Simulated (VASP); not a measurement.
## KBr: band gap against strain

KBr (rock salt, Fm-3m, 35.228 Å³/atom and stress up to 0.01 GPa in the relaxed cell, cube axes along x, y and z) under an equal strain ε along all three axes. PBEsol in VASP (plane waves, PAW), 480 eV, 8×8×8 Γ-centred mesh, Gaussian smearing 0.05 eV; ions are relaxed, or left where forces stay under 0.02 eV/Å, within the symmetry of each cell. Gaps are the smallest on the run's k-mesh, which can miss an edge that lies off it, without spin-orbit coupling; in all rows the valence edge lies at Γ and the conduction edge at Γ.

Here s stands for strain and Eg for gap.

```
strain (%)  gap (eV)
----------  --------
-3.00              ?
-1.50          4.444
-1.00          4.404
-0.50          4.365
0.00           4.328
0.50           4.291
1.00           4.255
1.50           4.220
```

Task: Fit Eg against s with a straight line, and predict the withheld value at s = -3.00.

Result: Means: s 0, Eg 4.3296. About the means, the sum of products is -0.52200 and the sum of squares of s is 7.0000; the slope is their ratio. Least squares gives Eg = 4.3296 - 0.07457·s. Residuals (row less fit): 0.0025, -0.0002, -0.0019, -0.0016, -0.0013, 0.0000, 0.0023; standard error 0.0020 (degrees of freedom: 5). Over these rows the gap moves by -7.46 ± 0.07 eV per unit strain, or -2.5 eV per unit of ln V. At the withheld row, Eg = 4.3296 - 0.07457 × (-3.0) = 4.5533 eV. The calculation gives 4.571 eV, 0.0177 eV above the prediction (5.0 % of the range of Eg in the table). The row lies outside the fitted rows, so this is an extrapolation. From the scatter of the fitted rows alone, a prediction at this place has a standard error of 0.0031 eV, so the miss is 5.7 times that.

A polynomial of degree 2 through the 12 other runs of the series gives 4.570 there, so most of the miss is curvature that the fit leaves out. Other structures, which can take over under pressure, weren't tried. Spin-orbit coupling is left out, which can shift this property for KBr. Rows are the converged runs of the series near zero and its far end, less any whose ions stayed unrelaxed beside relaxed ones; series whose fitted rows scatter by over a few per cent of the range, as at a crossing or softening among them, aren't shown in this form. Most that stay on the fit to the last digits aren't either.
